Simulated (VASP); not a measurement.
# ScInTeSe (P6_3mc) in VASP: single point with r2SCAN

Aim: the single point of ScInTeSe with r2SCAN.

Program: VASP 6.6.1. These are calculated values, not measurements. Logs are shortened: lines on timing, memory, paths and dates and some standing lists are left out, and cuts for length are marked.

## Step 1: Starting point

Symmetry: P6_3mc, No. 186, hexagonal system. Conventional cell: a = 4.066 Å, b = 4.066 Å, c = 15.885 Å, α = 90.00°, β = 90.00°, γ = 120.00°. Sc (site symmetry 3m) has 3 Se at 2.75 Å and 3 Te at 2.95 Å as nearest neighbours. In (site symmetry 3m) is surrounded by 3 Se at 3.32 Å and 3 Te at 3.34 Å. Te (site symmetry 3m) is surrounded by 3 Sc at 2.95 Å and 3 In at 3.34 Å. Se (site symmetry 3m) has 3 Sc at 2.75 Å as nearest neighbours.

The cell was built by a generator and needn't be a form met in nature.

## Step 2: Single point, r2SCAN

INCAR

```
SYSTEM = ScInTeSe
PREC = Accurate
ENCUT = 520
EDIFF = 1E-6
ISMEAR = 0
SIGMA = 0.1
LREAL = .False.
LASPH = .True.
NELM = 150
ALGO = Normal
ISIF = 2
LWAVE = .False.
LCHARG = .False.
METAGGA = R2SCAN
LMIXTAU = .True.
KPAR = 2
```

KPOINTS

```
regular mesh
0
Gamma
  8 8 2
  0 0 0
```

POSCAR

```
ScInTeSe
1.0
    4.0663330000      0.0000000000      0.0000000000
   -2.0331670000      3.5215480000      0.0000000000
    0.0000000000      0.0000000000     15.8849700000
Sc In Te Se
2 2 2 2
Direct
    0.0000000000      0.0000000000      0.4984180000
    0.0000000000      0.0000000000      0.9984180000
    0.6666670000      0.3333330000      0.2605270000
    0.3333330000      0.6666670000      0.7605270000
    0.6666670000      0.3333330000      0.6107390000
    0.3333330000      0.6666670000      0.1107390000
    0.3333330000      0.6666670000      0.4083550000
    0.6666670000      0.3333330000      0.9083550000
```

Potentials or basis: VASP PAW PBE potentials, release 64 (Sc_sv, In_d, Te, Se).

Command:

```bash
$ cat potpaw_PBE.64/Sc_sv/POTCAR potpaw_PBE.64/In_d/POTCAR potpaw_PBE.64/Te/POTCAR potpaw_PBE.64/Se/POTCAR > POTCAR
$ mpirun -np 2 vasp_std > vasp.out
```

OUTCAR:

```text
SYSTEM = ScInTeSe
   PREC = Accurate
   ENCUT = 520
   EDIFF = 1E-6
   ISMEAR = 0
   LREAL = .False.
   LASPH = .True.
   NELM = 150
   ISIF = 2
   METAGGA = R2SCAN

 ion  position               nearest neighbor table
   1  0.000  0.000  0.498-   7 2.75   7 2.75   7 2.75   5 2.95   5 2.95   5 2.95
   2  0.000  0.000  0.998-   8 2.75   8 2.75   8 2.75   6 2.95   6 2.95   6 2.95
   3  0.667  0.333  0.261-   7 3.32   7 3.32   7 3.32   6 3.34   6 3.34   6 3.34
   4  0.333  0.667  0.761-   8 3.32   8 3.32   8 3.32   5 3.34   5 3.34   5 3.34
   5  0.667  0.333  0.611-   1 2.95   1 2.95   1 2.95   4 3.34   4 3.34   4 3.34
   6  0.333  0.667  0.111-   2 2.95   2 2.95   2 2.95   3 3.34   3 3.34   3 3.34
   7  0.333  0.667  0.408-   1 2.75   1 2.75   1 2.75   3 3.32   3 3.32   3 3.32
   8  0.667  0.333  0.908-   2 2.75   2 2.75   2 2.75   4 3.32   4 3.32   4 3.32

  LATTYP: Found a hexagonal cell.
 ALAT       =     4.0663330000
 C/A-ratio  =     3.9064606858

  Lattice vectors:

 A1 = (   4.0663330000,   0.0000000000,   0.0000000000)
 A2 = (  -2.0331670000,   3.5215480000,   0.0000000000)
 A3 = (   0.0000000000,   0.0000000000,  15.8849700000)

Analysis of symmetry for initial positions (statically):
=====================================================================
 Subroutine PRICEL returns:
 Original cell was already a primitive cell.

 Routine SETGRP: Setting up the symmetry group for a
 hexagonal supercell.

 Subroutine GETGRP returns: Found 12 space group operations
 (whereof  6 operations were pure point group operations)
 out of a pool of 24 trial point group operations.

The static configuration has the point symmetry C_3v.
 The point group associated with its full space group is C_6v.

Analysis of symmetry for dynamics (positions and initial velocities):
=====================================================================
 Subroutine PRICEL returns:
 Original cell was already a primitive cell.

 Routine SETGRP: Setting up the symmetry group for a
 hexagonal supercell.

 Subroutine GETGRP returns: Found 12 space group operations
 (whereof  6 operations were pure point group operations)
 out of a pool of 24 trial point group operations.

The dynamic configuration has the point symmetry C_3v.
 The point group associated with its full space group is C_6v.

 Subroutine INISYM returns: Found 12 space group operations
 (whereof  6 operations are pure point group operations),
 and found     1 'primitive' translations

----------------------------------------------------------------------------------------

                                     Primitive cell

  volume of cell :     227.4694

  direct lattice vectors                    reciprocal lattice vectors
     4.066333000  0.000000000  0.000000000     0.245921817  0.141983049  0.000000000
    -2.033167000  3.521548000  0.000000000     0.000000000  0.283966029  0.000000000
     0.000000000  0.000000000 15.884970000     0.000000000  0.000000000  0.062952590

  length of vectors
     4.066333000  4.066333529 15.884970000     0.283966065  0.283966029  0.062952590

  position of ions in fractional coordinates (direct lattice)
     0.000000000  0.000000000  0.498418000
     0.000000000  0.000000000  0.998418000
     0.666667000  0.333333000  0.260527000
     0.333333000  0.666667000  0.760527000
     0.666667000  0.333333000  0.610739000
     0.333333000  0.666667000  0.110739000
     0.333333000  0.666667000  0.408355000
     0.666667000  0.333333000  0.908355000

  ion indices of the primitive-cell ions
   primitive index   ion index
                 1           1
                 2           2
                 3           3
                 4           4
                 5           5
                 6           6
                 7           7
                 8           8

----------------------------------------------------------------------------------------

 KPOINTS: regular mesh

Automatic generation of k-mesh.
 Grid dimensions read from file:
 generate k-points for:    8    8    2

 Generating k-lattice:

  Cartesian coordinates                     Fractional coordinates (reciprocal lattice)
     0.030740227  0.017747881  0.000000000     0.125000000  0.000000000  0.000000000
     0.000000000  0.035495754  0.000000000     0.000000000  0.125000000  0.000000000
     0.000000000  0.000000000  0.031476295     0.000000000  0.000000000  0.500000000

  Length of vectors
     0.035495758  0.035495754  0.031476295

  Shift w.r.t. Gamma in fractional coordinates (k-lattice)
     0.000000000  0.000000000  0.000000000

 Subroutine IBZKPT returns following result:
 ===========================================

 Found     20 irreducible k-points:

 Following reciprocal coordinates:
            Coordinates               Weight
  0.000000  0.000000  0.000000      1.000000
  0.125000 -0.000000  0.000000      6.000000
  0.250000 -0.000000  0.000000      6.000000
  0.375000  0.000000  0.000000      6.000000
  0.500000 -0.000000  0.000000      3.000000
  0.125000  0.125000  0.000000      6.000000
[... 12 lines left out ...]
  0.250000  0.250000  0.500000      6.000000
  0.375000  0.250000  0.500000      6.000000
   k-points           NKPTS =     20   k-points in BZ     NKDIM =     20   number of bands    NBANDS=     43
   number of dos      NEDOS =    301   number of ions     NIONS =      8
   total plane-waves  NPLWV = 108000
   dimension x,y,z NGX =    30 NGY =   30 NGZ =  120
   dimension x,y,z NGXF=    60 NGYF=   60 NGZF=  240
   ions per type =               2   2   2   2
   NGX,Y,Z   is equivalent  to a cutoff of  12.27, 12.27, 12.56 a.u.
   NGXF,Y,Z  is equivalent  to a cutoff of  24.53, 24.53, 25.12 a.u.
 SYSTEM =  ScInTeSe
   PREC   = accura    normal or accurate (medium, high low for compatibility)
   ISTART =      0    job   : 0-new  1-cont  2-samecut
   ICHARG =      2    charge: 1-file 2-atom 10-const
   ISPIN  =      1    spin polarized calculation?
   LNONCOLLINEAR =      F non collinear calculations
   LSORBIT =      F    spin-orbit coupling
   LASPH  =      T    aspherical Exc in radial PAW
   ENCUT  =  520.0 eV  38.22 Ry    6.18 a.u.   7.56  7.56 29.54*2*pi/ulx,y,z
   NELM   =    150;   NELMIN=  2; NELMDL= -5     # of ELM steps
   EDIFF  = 0.1E-05   stopping-criterion for ELM
   LREAL  =      F    real-space projection
   EDIFFG = 0.1E-04   stopping-criterion for IOM
   NSW    =      0    number of steps for IOM
   IBRION =     -1    ionic relax: 0-MD 1-quasi-New 2-CG
   NFREE  =      0    steps in history (QN), initial steepest desc. (CG)
   ISIF   =      2    stress and relaxation
   ISYM   =      2    0-nonsym 1-usesym 2-fastsym
   POTIM  = 0.5000    time-step for ionic-motion
   TEBEG  =    0.0;   TEEND  =   0.0 temperature during run
   PSTRESS=    0.0 pullay stress
   NELECT =      72.0000    total number of electrons
   NUPDOWN=      -1.0000    fix difference up-down
   EMIN   =  10.00;   EMAX   =-10.00  energy-range for DOS
   EFERMI =   0.00;   METHOD = LEGACY
   ISMEAR =     0;   SIGMA  =   0.10  broadening in eV -4-tet -1-fermi 0-gaus
   EFERMI_NEDOS =   21; number of points for ismear=-14 and -15
   IALGO  =     38    algorithm
   IMIX   =      4    mixing-type and parameters
     AMIX     =   0.40;   BMIX     =  1.00
     AMIX_MAG =   1.60;   BMIX_MAG =  1.00
  volume/ion in A,a.u.               =      28.43       191.88
  Fermi-wavevector in a.u.,A,eV,Ry     =   1.115693  2.108354 16.936134  1.244771
  Thomas-Fermi vector in A             =   2.252300
   LORBIT       =      0    0 simple, 1 ext, 2 COOP (PROOUT), +10 PAW based schemes
   METAGGA = R2SCAN    functional components
   LHFCALC =     F    Hartree Fock is set to
   AEXX    =    0.0000 exact exchange contribution
   IVDW    =     0    specifies the selected vdW correction
   LEPSILON=     F    determine dielectric tensor
   LRPA    =     F    only Hartree local field effects (RPA)
 non-spin polarized calculation
 Gauss-broadening in eV      SIGMA  =   0.10
  energy-cutoff  :      520.00
  volume of cell :      227.47
 maximum number of plane-waves:      6169
   NGX = 15   NGY = 15   NGZ = 59

 number of electron      72.0000003 magnetization

 Free energy of the ion-electron system (eV)
  ---------------------------------------------------
  ext. energy  EPLUGINS =         0.00000000
  ---------------------------------------------------
  free energy    TOTEN  =      -156.68460740 eV

  energy without entropy =     -156.68431545  energy(sigma->0) =     -156.68446142

 E-fermi :   5.5533     XC(G=0):  -9.8078

 val. band max:        5.4390067900   @ k =   0.0000   0.0000   0.0000
 cond. band min:       5.7275092072   @ k =   0.5000  -0.0000   0.0000
 fundamental gap:      0.2885024172
 Fermi energy:         5.5533248254

 k-point     1 :       0.0000    0.0000    0.0000
  band No.  band energies     occupation
      1     -47.5656      2.00000
      2     -47.5656      2.00000
      3     -25.2056      2.00000
      4     -25.2056      2.00000
      5     -25.1858      2.00000
      6     -25.1858      2.00000
[... 35 lines left out ...]
     42       6.6885      0.00000
     43       7.8621      0.00000

 k-point     2 :       0.1250   -0.0000    0.0000
  band No.  band energies     occupation
      1     -47.5652      2.00000
      2     -47.5652      2.00000
      3     -25.2043      2.00000
      4     -25.2043      2.00000
      5     -25.1918      2.00000
      6     -25.1918      2.00000
[... 35 lines left out ...]
     42       6.9632      0.00000
     43       7.3782      0.00000

 k-point     3 :       0.2500   -0.0000    0.0000
  band No.  band energies     occupation
      1     -47.5644      2.00000
      2     -47.5644      2.00000
      3     -25.2068      2.00000
      4     -25.2068      2.00000
      5     -25.2006      2.00000
      6     -25.2006      2.00000
[... 35 lines left out ...]
     42       6.8806      0.00000
     43       7.0119      0.00000

 k-point     4 :       0.3750    0.0000    0.0000
  band No.  band energies     occupation
      1     -47.5635      2.00000
      2     -47.5635      2.00000
      3     -25.2212      2.00000
      4     -25.2212      2.00000
      5     -25.1974      2.00000
      6     -25.1974      2.00000
[... 679 lines left out ...]
     42       6.9477      0.00000
     43       7.1052      0.00000

 k-point    19 :       0.2500    0.2500    0.5000
  band No.  band energies     occupation
      1     -47.5632      2.00000
      2     -47.5632      2.00000
      3     -25.2191      2.00000
      4     -25.2191      2.00000
      5     -25.2029      2.00000
      6     -25.2029      2.00000
[... 35 lines left out ...]
     42       6.6459      0.00000
     43       7.0549      0.00000

 k-point    20 :       0.3750    0.2500    0.5000
  band No.  band energies     occupation
      1     -47.5629      2.00000
      2     -47.5629      2.00000
      3     -25.2194      2.00000
      4     -25.2194      2.00000
      5     -25.2076      2.00000
      6     -25.2076      2.00000
[... 35 lines left out ...]
     42       6.8518      0.00000
     43       6.9117      0.00000

------------------------ aborting loop because EDIFF is reached ----------------------------------------

  FORCE on cell =-STRESS in cart. coord.  units (eV):
  Direction    XX          YY          ZZ          XY          YZ          ZX
  --------------------------------------------------------------------------------------
  -------------------------------------------------------------------------------------
  Total       -0.5350489     -0.5350490     -0.8453321      0.0000001      0.0000000      0.0000000
  in kB       -3.7686089     -3.7686096     -5.9540846      0.0000005      0.0000000      0.0000000
  external PRESSURE =      -4.4971011 kB  Pullay stress =       0.0000000 kB

 VOLUME and BASIS-vectors are now :
 -----------------------------------------------------------------------------
  energy-cutoff  :      520.00
  volume of cell :      227.47
      direct lattice vectors                 reciprocal lattice vectors
     4.066333000  0.000000000  0.000000000     0.245921817  0.141983049  0.000000000
    -2.033167000  3.521548000  0.000000000     0.000000000  0.283966029  0.000000000
     0.000000000  0.000000000 15.884970000     0.000000000  0.000000000  0.062952590

 POSITION                                       TOTAL-FORCE (eV/Angst)
 -----------------------------------------------------------------------------------
      0.00000      0.00000      7.91735         0.000000     -0.000000      0.013133
      0.00000      0.00000     15.85984         0.000000     -0.000000      0.013133
      2.03317      1.17385      4.13846        -0.000000      0.000000     -0.034683
     -0.00000      2.34770     12.08095        -0.000000     -0.000000     -0.034683
      2.03317      1.17385      9.70157         0.000000     -0.000000     -0.031654
     -0.00000      2.34770      1.75909        -0.000000      0.000000     -0.031654
     -0.00000      2.34770      6.48671         0.000000     -0.000000      0.053203
      2.03317      1.17385     14.42919         0.000000      0.000000      0.053203
 -----------------------------------------------------------------------------------
    total drift:                                0.000000      0.000000      0.001677

  FREE ENERGIE OF THE ION-ELECTRON SYSTEM (eV)
  ---------------------------------------------------
  free  energy   TOTEN  =      -156.6846073981 eV

  energy  without entropy=     -156.6843154482  energy(sigma->0) =     -156.68446142
```

Wall time 12 min (2 MPI ranks of Intel Xeon 6975P-C (Granite Rapids), shared host); peak memory 0.5 GiB.

Results:

* Free energy: -156.6846 eV
* Pressure: -0.4 GPa
* Largest force: 0.053 eV/Å
* Band gap on the k mesh: 0.29 eV, indirect (least direct gap 0.80 eV)

Forces on the atoms (eV/Å):
```
Sc   0.000  0.000  0.013
Sc   0.000  0.000  0.013
In   0.000  0.000 -0.035
In   0.000  0.000 -0.035
Te   0.000  0.000 -0.032
Te   0.000  0.000 -0.032
Se   0.000  0.000  0.053
Se   0.000  0.000  0.053
```

Stress tensor (GPa, compression positive):
```
-0.38  0.00  0.00
 0.00 -0.38  0.00
 0.00  0.00 -0.60
```

Caveat: the PAW data sets were made with another functional, which shifts forces and pressure a little; spin-orbit coupling is left out, which moves the levels of the heavy elements. r2SCAN opens gaps a little over a GGA but as a rule still falls short of measured ones.
